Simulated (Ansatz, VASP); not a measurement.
One calculation of Ta4O, two programs

```
Ta O
1.0
     4.39430    0.00000    0.00000
     0.00000    4.39430    0.00000
     0.00000    0.00000    4.39430
Ta O
4 1
Cartesian
  1.1592 3.2351 3.2351
  3.2351 1.1592 3.2351
  3.2351 3.2351 1.1592
  1.1592 1.1592 1.1592
  0.0000 0.0000 0.0000
```

Change from the starting cell: species swapped into the SnI4 type (P-43m, No. 215).

Alike in both runs: functional PBE; k mesh 8 × 8 × 8; occupations gaussian, width 0.1 eV; no spin polarisation.

Ansatz relaxed the structure, and its values are those at the end. VASP's run is a single point on that final structure, the one shown.

|  | VASP | Ansatz |
| --- | --- | --- |
| version | VASP 6.6.1 | Ansatz 0.2.0 |
| potentials or method | VASP PAW PBE potentials, release 64 (Ta_pv, O) | scalar-relativistic, plane waves, PAW |
| plane-wave cutoff (eV) | 520 | 420 |
| valence electrons in the cell | 50 | 58 |

|  | VASP | Ansatz | Ansatz less VASP |
| --- | --- | --- | --- |
| gap on the k mesh at the Fermi level (eV) | none | none | - |
| pressure (GPa) | 0.2 | 0.0 | -0.23 |
| rms of the force components (eV/Å) | 0.027 | 0.006 | -0.0213 |

A gap of «none» marks a metal or a gap that the smearing closes. The functional is the same, so the differences come from potentials, cutoffs and numerics. The two sets of potentials don't hold the same shells in valence.

Spin-orbit coupling is left out, which matters for the levels of Ta.
